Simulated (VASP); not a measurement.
Data:

```
KTaO3
1.0
    4.07903     0.00000     0.00000
    0.00000     4.07903     0.00000
    0.00000     0.00000     4.07903
K Ta O
1 1 3
Direct
  0.00000   0.00000   0.00000
  0.50000   0.50000   0.50000
  0.50000   0.00000   0.50000
  0.00000   0.50000   0.50000
  0.50000   0.50000   0.00000
```

These are vdW-DF2, VASP's PBE PAW potentials (set 64) (plane waves; VASP 6.6.1) values and carry that method's errors. Run with 520 eV cut-off, Gaussian smearing of 0.050 eV, potentials K_sv Ta_pv O.

Unless said otherwise, spin-orbit coupling is left out, though it shifts the bands of the heavy elements here.

Q: Give the energies of bands 11 to 22 at the high-symmetry points, in eV from the valence-band maximum.

A: 
```json
[
 {"band": "11", "Γ": "-2.37", "X": "-5.08", "M": "-5.18", "R": "-5.23"},
 {"band": "12", "Γ": "-2.37", "X": "-2.31", "M": "-5.01", "R": "-5.00"},
 {"band": "13", "Γ": "-2.37", "X": "-2.31", "M": "-4.13", "R": "-5.00"},
 {"band": "14", "Γ": "-0.94", "X": "-2.24", "M": "-2.53", "R": "-3.62"},
 {"band": "15", "Γ": "-0.94", "X": "-2.24", "M": "-2.53", "R": "-3.62"},
 {"band": "16", "Γ": "-0.94", "X": "-1.96", "M": "-1.71", "R": "-3.62"},
 {"band": "17", "Γ": "-0.63", "X": "-1.34", "M": "-1.32", "R": "0.00"},
 {"band": "18", "Γ": "-0.63", "X": "-0.83", "M": "-1.32", "R": "0.00"},
 {"band": "19", "Γ": "-0.63", "X": "-0.83", "M": "-0.04", "R": "0.00"},
 {"band": "20", "Γ": "2.12", "X": "2.25", "M": "4.62", "R": "5.85"},
 {"band": "21", "Γ": "2.12", "X": "4.58", "M": "4.62", "R": "5.85"},
 {"band": "22", "Γ": "2.12", "X": "4.58", "M": "5.75", "R": "5.85"}
]
```

The gap is indirect, 2.12 eV, from the valence maximum at R to the conduction minimum at Γ.

Measured: gap 3.64 eV (computed value off by -1.52 eV), as given by Burak Himmetoglu et al., Journal of Physics Condensed Matter (2016), arXiv:1601.06205.

The compound is KTaO3 in the cubic perovskite structure. It was relaxed first, which changed the volume by +7 %.
